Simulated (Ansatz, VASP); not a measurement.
## Cross-check of Sn9Se7S11 (SnS1.22Se0.78, CdI2-type hexagonal) between VASP and Ansatz

Wanted: the spread between two codes on one cell, functional and k mesh. The cell is invented: As first built, before any earlier steps moved the atoms (in the runner's words): 3x3x1 conventional cells of the SnS2 type (27 atoms: 11 S, 7 Se, 9 Sn); S/Se share their sites, the best of 600 random draws by like-pair counts in two shells; start lattice by linear mixing of the end members' cells; atoms moved at random by 0.02 A. It may not be a known or stable phase. The structure shown is the start of the Ansatz relaxation below; VASP solves that cell, so the two are compared at the walk's first step.

Main program and level: Ansatz 0.2.0; plane waves, with VASP 6.6.1 beside it; single point at r2SCAN with rVV10.

## (1) Set-up

The cell holds 27 atoms: 11 S, 7 Se and 9 Sn. Cell: a = 11.204 Å, b = 11.206 Å, c = 5.958 Å, α = 90.0°, β = 90.3°, γ = 120.0°. It derives from SnS2 (SnS2 type, space group 164), repeated 3×3×1. As first built, before any earlier steps moved the atoms (in the runner's words): 3x3x1 conventional cells of the SnS2 type (27 atoms: 11 S, 7 Se, 9 Sn); S/Se share their sites, the best of 600 random draws by like-pair counts in two shells; start lattice by linear mixing of the end members' cells; atoms moved at random by 0.02 A.

## (2) Ansatz: relaxation, r2SCAN with rVV10

Ansatz runs on its default PAW (the set named soft_2) files.

The two programs are compared at the cell with which this relaxation starts, whose forces are those of its first step.

File input.yaml:

```yaml
crystal:
  lattice:
    - [11.20432, -0.00201, -0.03148]
    - [-5.6039, 9.70469, -0.00076]
    - [-0.01691, -0.01023, 5.95816]
  atoms:
    - { symbol: S, position: [0.11211, 0.22409, 0.2453] }
    - { symbol: S, position: [0.21979, 0.11196, 0.75109] }
    - { symbol: S, position: [0.11257, 0.55501, 0.2435] }
    - { symbol: S, position: [0.21836, 0.44129, 0.75104] }
    - { symbol: S, position: [0.11355, 0.89075, 0.24265] }
    - { symbol: S, position: [0.55748, 0.11321, 0.75344] }
    - { symbol: S, position: [0.442, 0.55452, 0.24418] }
    - { symbol: S, position: [0.78187, 0.22405, 0.24682] }
    - { symbol: S, position: [0.89028, 0.11298, 0.75396] }
    - { symbol: S, position: [0.88853, 0.44301, 0.75521] }
    - { symbol: S, position: [0.8885, 0.77841, 0.75686] }
    - { symbol: Se, position: [0.2189, 0.77625, 0.7241] }
    - { symbol: Se, position: [0.44333, 0.22174, 0.26922] }
    - { symbol: Se, position: [0.55539, 0.44376, 0.73187] }
    - { symbol: Se, position: [0.4439, 0.88884, 0.26582] }
    - { symbol: Se, position: [0.5568, 0.77836, 0.72953] }
    - { symbol: Se, position: [0.7815, 0.55602, 0.2742] }
    - { symbol: Se, position: [0.78201, 0.89327, 0.2728] }
    - { symbol: Sn, position: [0.00266, 0.00146, 0.99878] }
    - { symbol: Sn, position: [0.0005, 0.33361, 0.99979] }
    - { symbol: Sn, position: [0.00049, 0.6675, 0.99985] }
    - { symbol: Sn, position: [0.33183, 0.00111, 0.99385] }
    - { symbol: Sn, position: [0.32971, 0.33354, 0.99928] }
    - { symbol: Sn, position: [0.33105, 0.66232, 0.99716] }
    - { symbol: Sn, position: [0.66988, 0.00484, 0.99868] }
    - { symbol: Sn, position: [0.6696, 0.33166, 0.00134] }
    - { symbol: Sn, position: [0.6677, 0.6677, 0.00493] }
kpoints:
  mp_grid: { grid: [2, 2, 3] }
hamiltonian:
  xc: r2scan
  dispersion: rvv10
scf:
  occupations: { method: fermi_dirac, width: 0.01 }
output:
  forces: true
  stress: true
relax:
  f_tol: 0.02
  max_steps: 45
  cell: { stress_tol: 0.1 }
```

Run with:

```sh
$ ansatz run input.yaml --threads 8 --pin off --max-ram 15360MiB --backend cpu --events-out ev --progress --plain --runs-dir out
```

Numbers of over 12 decimals in the logs are rounded to 6 here.

Output:

```text
The last accepted step is kept in <dir> (removed where the run ends without a failure and the disk answers)
Engine: ansatz 0.2.0, aarch64-unknown-linux-gnu
Pseudopotentials: kind: paw
Pseudopotential: S, paw, valence charge 6, recommended cutoff 500 eV (meta_gga), S.paw.azcp
Pseudopotential: Se, paw, valence charge 16, recommended cutoff 500 eV (meta_gga), Se.paw.azcp
Pseudopotential: Sn, paw, valence charge 14, recommended cutoff 500 eV (meta_gga), Sn.paw.azcp
Functional definition: r2SCAN+rVV10
  parameter k0 = 0.174
  parameter k1 = 0.065
  parameter a1 = 4.9479
  exchange = r2scan_x(k0 = k0, k1 = k1, a1 = a1)
  correlation = r2scan_c + rvv10(11.95, 0.0093)
Crystal: 27 atoms, lattice volume = 647.783 Å³
Basis set: ecut = 500 eV, 16421 PW (Γ), exchange–correlation on 384×384×200 points (64 copies of the dense FFT grid, shifted against one another)
Bands: 183, of which v1, the nominal top of the filled ones, is band 152 counted from 1 (151 counted from 0)
Symmetry: 1 space group operations
Space group: P1 (ITA 1), of the structure as read, at distance tolerance 8.7e-5 Å
k-points: 8 of 12 (time reversal used)
Non-local potential: S, projectors of the file, l = 0: 2, l = 1: 2, l = 2: 2
Non-local potential: Se, projectors of the file, l = 0: 2, l = 1: 2, l = 2: 3, l = 3: 1
Non-local potential: Sn, projectors of the file, l = 0: 2, l = 1: 2, l = 2: 2, l = 3: 2
PAW form: soft (Blöchl's): semilocal exchange-correlation on the pseudo side does not see the compensation charge
rVV10 density: all electrons in the spheres
PAW frozen core: S, regenerated for the run's functional (the file was generated under x = pbe(κ = 0.804, μ = 0.219515), c = pbe(β = 0.066725))
PAW frozen core: Se, regenerated for the run's functional (the file was generated under x = pbe(κ = 0.804, μ = 0.219515), c = pbe(β = 0.066725))
PAW frozen core: Sn, regenerated for the run's functional (the file was generated under x = pbe(κ = 0.804, μ = 0.219515), c = pbe(β = 0.066725))
PAW one-centre angular grid: S, 302 points (default); XC on 160 Gauss nodes
PAW one-centre angular grid: Se, 590 points (default); XC on 160 Gauss nodes
PAW one-centre angular grid: Sn, 590 points (default); XC on 249 of its mesh's 2787 points in the sphere
Initial density: superposition of atomic densities (neutral atoms: chi_scale 0, normalization atom), corrected by the library's trained network
Initial wavefunctions: pseudopotential atomic-orbital guess
Functional: x = r2scan, c = r2scan + rvv10(b = 11.95, C = 0.0093); τ floored in thin density (d = 2e-4 eV/Å³)
SCF iter   1: F=—  HF=-102638.227882 eV  |F-HF|=—  |Δ(HF+E_count)|=         —  Δρ=6.56e-3  dr2=3.49e-1  dr2_τ=1.04e-1  ethr=1.77e-3  ⟨swp⟩=6.0  Hψ=5582  notcnv=0  defer=47
preconditioner: auto → Resta (q_TF=auto, 2.405 Å⁻¹)  ε∞=2.9  [insulator: Δε(μ)=1.270 eV  Ē_g=16.281 eV  σ=0.010 eV  W_gap=1.00  n_scr=154 (ndim 8)  ℏωp=22.3 eV  f_vac=0.036  D(μ)=0.00/eV (n_scr^D=0)  ε∞_Penn≈2.9]
SCF iter   2: F=—  HF=-102638.409916 eV  |F-HF|=—  |Δ(HF+E_count)|=   1.82e-1  Δρ=3.34e-3  dr2=5.73e-2  dr2_τ=2.42e-3  ethr=1.15e-4  ⟨swp⟩=2.5  Hψ=2333  notcnv=0  defer=176
SCF iter   3: F=—  HF=-102638.407899 eV  |F-HF|=—  |Δ(HF+E_count)|=   2.02e-3  Δρ=1.36e-3  dr2=9.31e-3  dr2_τ=3.75e-4  ethr=1.88e-5  ⟨swp⟩=2.2  Hψ=2471  notcnv=0  defer=120
automatic band count: iteration 3 solves 176 bands in place of 183: the levels show a gap, and the empty bands left out lie too high to hold charge; the band table lists the bands solved (type scf.n_extra_bands for more)
SCF iter   4: F=—  HF=-102638.407309 eV  |F-HF|=—  |Δ(HF+E_count)|=   5.90e-4  Δρ=2.59e-4  dr2=3.68e-4  dr2_τ=1.87e-5  ethr=3.06e-6  ⟨swp⟩=2.0  Hψ=1961  notcnv=0  defer=120
SCF iter   5: F=—  HF=-102638.407363 eV  |F-HF|=—  |Δ(HF+E_count)|=   5.39e-5  Δρ=6.93e-5  dr2=3.34e-5  dr2_τ=1.78e-6  ethr=1.21e-7  ⟨swp⟩=2.0  Hψ=2401  notcnv=0  defer=120
SCF iter   6: F=—  HF=-102638.407502 eV  |F-HF|=—  |Δ(HF+E_count)|=   1.39e-4  Δρ=2.54e-5  dr2=5.03e-6  dr2_τ=2.16e-7  ethr=1.10e-8  ⟨swp⟩=2.0  Hψ=2294  notcnv=0  defer=120
SCF iter   7: F=—  HF=-102638.407504 eV  |F-HF|=—  |Δ(HF+E_count)|=   1.65e-6  Δρ=5.39e-6  dr2=2.61e-7  dr2_τ=1.16e-8  ethr=1.65e-9  ⟨swp⟩=2.0  Hψ=2384  notcnv=0  defer=120
SCF iter   8: F=-102638.407504 eV  HF=-102638.407504 eV  |F-HF|=2.31e-8  |Δ(HF+E_count)|=   7.28e-8  Δρ=2.19e-6  dr2=5.72e-8  dr2_τ=2.03e-9  ethr=3.29e-11  ⟨swp⟩=4.9  Hψ=4814  notcnv=0
SCF 1 converged in 8 iterations: F = -102638.407504 eV  dr2 = 5.72e-8
  greatest PAW one-centre occupation: 1.000 electrons in one spin orbital (limit 2), on the Se atom at site 11 (counted from 0), in its partial waves of l = 2
relax step   1: F+E_penalty+E_count = -102638.40750411 eV  Δ(F+E_penalty+E_count) = +0.000e0 eV  max|allowed force component| = 3.075e-1 eV/Å  Δτ_max = 0.0000 Å  P = -0.662 GPa  Ω = 647.783 Å³  (8 SCF iters, dr2 threshold 1.00e-7 eV, accepted)
[...]
relax step   3: F+E_penalty+E_count = -102638.49716756 eV  Δ(F+E_penalty+E_count) = -8.966e-2 eV  max|allowed force component| = 2.202e-2 eV/Å  Δτ_max = 0.0549 Å  P = -0.265 GPa  Ω = 661.655 Å³  energy of the carried Pulay correction = -9.983e-4 eV  (11 SCF iters, accepted)
[...]
relax step   4: F+E_penalty+E_count = -102638.48528777 eV  Δ(F+E_penalty+E_count) = +1.188e-2 eV  max|allowed force component| = 7.201e-2 eV/Å  Δτ_max = 0.0364 Å  P = -0.160 GPa  Ω = 671.771 Å³  energy of the carried Pulay correction = -1.713e-3 eV  (7 SCF iters, dr2 threshold 4.21e-7 eV, rejected (line search))
[...]
relax step   5: F+E_penalty+E_count = -102638.50334716 eV  Δ(F+E_penalty+E_count) = -6.180e-3 eV  max|allowed force component| = 1.245e-2 eV/Å  Δτ_max = 0.0105 Å  P = -0.084 GPa  Ω = 662.789 Å³  energy of the carried Pulay correction = -1.079e-3 eV  (9 SCF iters, accepted)
[...]
relax step   6: F+E_penalty+E_count = -102638.50466565 eV  Δ(F+E_penalty+E_count) = -1.318e-3 eV  max|allowed force component| = 1.247e-2 eV/Å  Δτ_max = 0.0000 Å  P = -0.083 GPa  Ω = 662.789 Å³  stress off target by 9.87e-2 GPa  SCF on the basis re-selected at this cell (its energy is not comparable with the rows above)  (4 SCF iters)
basis re-selected at this cell: Δ(F+E_penalty+E_count) = -1.318e-3 eV, ΔP = +0.002 GPa vs the last step (what re-selecting the basis moved, of the pressure what is left beyond the Pulay correction that the steps carried, after the strain that the cell walked since its last selection, with what the two solves' SCF thresholds leave and, on support functions, any second-order correction that the steps lacked; it is no m [...]
SCF converged after 4 iterations
Free energy (F): -102638.504666 eV
Harris-Foulkes:  -102638.504666 eV  (|F-HF|=2.33e-9)
Internal energy: -102638.504666 eV  (E = F + TS)
E sigma→0 (E₀):  -102638.504666 eV
Fermi energy:    7.213060 eV
--- Per-component energies (eV) ---
  E_band       = -4030.989317
  E_kinetic    = 3682.296404
  E_local      = -33518.110805  (includes V_loc(G=0)·N_el)
  E_nonlocal   = -4133.684743
  E_hartree    = 17228.180741
  E_xc         = -5016.127163
  E_vxc        = -2686.724294  (∫ρ·V_xc dr)
  E_paw        = -57671.624269  (= ΣΔE_a)
  E_vpaw       = -1972.708830  (= ΣTr[D̂ρ^β])
  E_aug_tail   = -0.001467  (compensation charges beyond the density's cutoff)
  E_vtau       = 141.585633  (kinetic-family band-sum trace: ∫τ·v_τ [+ j·A + Jᵃ·Aᵃ] dr)
  E_ewald      = -23202.490417
  E_core_change = -6.942947  (= ΣΔE_core)
  E_smearing   = -0.000000  (= −TS)
  E_closure    = -0.000000  (closes the sum)
  Σ components = -102638.504666   (vs F -102638.504666, Δ=0.00e0)
--- Forces (eV/Å), atoms counted from 1 ---
  atom   1  S      0.00161546    -0.00062980    -0.00568016
  atom   2  S      0.00178880     0.00023470     0.00695883
  atom   3  S      0.00020609     0.00279771    -0.00529254
  atom   4  S      0.00131668     0.00202765     0.00625389
  atom   5  S      0.00119600     0.00014353    -0.00481979
  atom   6  S     -0.00137830    -0.00086079     0.00540638
  atom   7  S      0.00212632     0.00156603    -0.00519673
  atom   8  S     -0.00161106    -0.00122875    -0.00676797
  atom   9  S     -0.00152394    -0.00311950     0.00548592
  atom  10  S     -0.00270270     0.00107946     0.00473532
  atom  11  S     -0.00141874    -0.00130413     0.00375418
  atom  12  Se     0.00145503    -0.00005510     0.01230850
  atom  13  Se     0.00031092     0.00066604    -0.01055942
  atom  14  Se     0.00032286     0.00075590     0.00939728
  atom  15  Se     0.00058626    -0.00006184    -0.00923767
  atom  16  Se     0.00012985     0.00027330     0.01026587
  atom  17  Se    -0.00120495     0.00014571    -0.01247297
  atom  18  Se    -0.00042323    -0.00107475    -0.01182541
  atom  19  Sn    -0.00442620     0.00408909     0.00572569
  atom  20  Sn     0.00075193    -0.00057663    -0.00121405
  atom  21  Sn     0.00237974    -0.00434620    -0.00009512
  atom  22  Sn     0.00259347     0.00066830     0.00319622
  atom  23  Sn     0.00147085    -0.00239016    -0.00206279
  atom  24  Sn    -0.00344080     0.00176240    -0.00596345
  atom  25  Sn     0.00121391    -0.00062887     0.00457786
  atom  26  Sn    -0.00100505     0.00243860     0.00559029
  atom  27  Sn    -0.00031831    -0.00237068    -0.00246997
  max |Σ_I F_I| component: 1.09e-5 eV/Å
--- Stress (GPa, compression-positive) ---
       -0.098609       0.000130      -0.000928
        0.000130      -0.098574      -0.000331
       -0.000928      -0.000331      -0.050458
  P = ⅓ Tr σ = -0.0825 GPa (-0.825 kbar)
--- Relaxed structure (5 steps of the walk, 3 accepted, 1 SCFs on fresh bases) ---
  F+E_penalty+E_count = -102638.50466565 eV   max|allowed force component| = 1.247e-2 eV/Å   (the final SCF, on the basis selected at the relaxed cell)
  cell:  # Å, volume = 662.7887 Å³
    - [11.181299, -0.00243448, -0.031902]
    - [-5.592757, 9.684952, -0.000930051]
    - [-0.016641, -0.010165, 6.121313]
  atoms:
    - { symbol: S, position: [0.112174, 0.224253, 0.236521] }
    - { symbol: S, position: [0.219883, 0.111825, 0.760407] }
    - { symbol: S, position: [0.112664, 0.555180, 0.234437] }
    - { symbol: S, position: [0.218448, 0.441301, 0.759605] }
    - { symbol: S, position: [0.113552, 0.890526, 0.234218] }
    - { symbol: S, position: [0.557305, 0.113141, 0.762766] }
    - { symbol: S, position: [0.442228, 0.554667, 0.235036] }
    - { symbol: S, position: [0.781962, 0.224126, 0.238320] }
    - { symbol: S, position: [0.890112, 0.112725, 0.763024] }
    - { symbol: S, position: [0.888352, 0.443035, 0.763906] }
    - { symbol: S, position: [0.888520, 0.778436, 0.765487] }
    - { symbol: Se, position: [0.219197, 0.776490, 0.734310] }
    - { symbol: Se, position: [0.443420, 0.222021, 0.259647] }
    - { symbol: Se, position: [0.555524, 0.443529, 0.741556] }
    - { symbol: Se, position: [0.443789, 0.888601, 0.256177] }
    - { symbol: Se, position: [0.556920, 0.778723, 0.739286] }
    - { symbol: Se, position: [0.781298, 0.556166, 0.263861] }
    - { symbol: Se, position: [0.781582, 0.892808, 0.262732] }
    - { symbol: Sn, position: [0.00255691, 0.00134004, 0.999283] }
    - { symbol: Sn, position: [0.00048611, 0.333642, 0.999515] }
    - { symbol: Sn, position: [0.000487322, 0.667545, 0.999578] }
    - { symbol: Sn, position: [0.331930, 0.00113794, 0.994962] }
    - { symbol: Sn, position: [0.329871, 0.333607, 0.999143] }
    - { symbol: Sn, position: [0.331193, 0.662399, 0.996933] }
    - { symbol: Sn, position: [0.669726, 0.0047936, 0.999178] }
    - { symbol: Sn, position: [0.669570, 0.331644, 0.00156834] }
    - { symbol: Sn, position: [0.667540, 0.667600, 0.003794] }
```

(Continued in part 2 of 3.)

[Lines on the potential files, build, host, timing and source positions are cut from VASP's logs without a mark.]

[Logs are printed without paths, hosts, clocks, repeated set-up lines and the standing remarks that a program may print on its own settings, such as how far it seeks lower states.]

[Hosts, paths, dates, database ids (printed as entryN), source tags and the programs' standing remarks are cut or masked in the printed files.]
